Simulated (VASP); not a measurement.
Consider the following.

```
MgSe
1.0
    0.00000     2.59183     2.59183
    2.59183     0.00000     2.59183
    2.59183     2.59183     0.00000
Mg Se
1 1
Cartesian
  0.00000   0.00000   0.00000
  1.29591   1.29591   1.29591
```

Level of theory: PBEsol GGA, VASP's PBE PAW potentials (set 64) (plane waves; VASP 6.6.1). Run with 500 eV cut-off, 9×9×9 Γ-centred mesh, Gaussian smearing of 0.050 eV, potentials Mg Se.

### Question
Estimate the energy per atom (σ→0), pressure.

### Answer

```
Property                        Value
---------------------  --------------
energy per atom (σ→0)  -3.136 eV/atom
pressure                    44.86 GPa
```

Only differences to runs with the same potentials and settings are physical.

The structure was generated: MgSe was put into the zinc blende type (F-43m), which need not be its known phase. It was relaxed first under an external pressure of 45 GPa.
